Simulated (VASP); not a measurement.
Given:

```xyz
4
Lattice="1.5912 -2.7561 0.0000 1.5912 2.7561 0.0000 0.0000 0.0000 5.1801" Properties=species:S:1:pos:R:3 pbc="T T T"
Ga     1.5912    -0.9187     2.5902
Ga     1.5912     0.9187     0.0002
N      1.5912    -0.9187     4.5428
N      1.5912     0.9187     1.9527
```

Level of theory: r2SCAN+rVV10, VASP's PBE PAW potentials (set 64) (plane waves; VASP). Numerical set-up: 520 eV cut-off, 9×9×5 Γ-centred mesh, tetrahedra with Blöchl corrections, potentials Ga_d N.

Problem. Estimate the energy per atom (σ→0), band gap (over mesh and band path) with the smallest direct gap where there is one.

Solution. 
The band gap (over mesh and band path) comes out as 2.32 eV. The smallest direct gap (over mesh and band path) is 2.32 eV and the energy per atom (σ→0) comes out as -10.708 eV/atom.

The absolute energy has meaning only against runs of the same code, potentials and settings.

The compound is GaN in the wurtzite structure. It was relaxed first.
